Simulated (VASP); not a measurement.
Given:

```yaml
crystal:
  lattice:
    - [0.00000, 3.54402, 3.54402]
    - [3.54402, 0.00000, 3.54402]
    - [3.54402, 3.54402, 0.00000]
  atoms:
    - { symbol: Ba, position: [0.00000, 0.00000, 0.00000] }
    - { symbol: Te, position: [0.50000, 0.50000, 0.50000] }
```

Method: PBE GGA, VASP's PBE PAW potentials (set 64) (plane waves; VASP). Settings: 400 eV cut-off, 7×7×7 Γ-centred mesh, tetrahedra with Blöchl corrections, potentials Ba_sv Te.

**Question.** Estimate the energy per atom (σ→0).

**Answer.** 
```
Property                        Value
---------------------  --------------
energy per atom (σ→0)  -4.315 eV/atom
```

Only differences to runs with the same potentials and settings are physical.

The structure was generated: BaTe was put into the rock salt type (Fm-3m), which need not be its known phase. It was relaxed first, which changed the volume by -20 %.
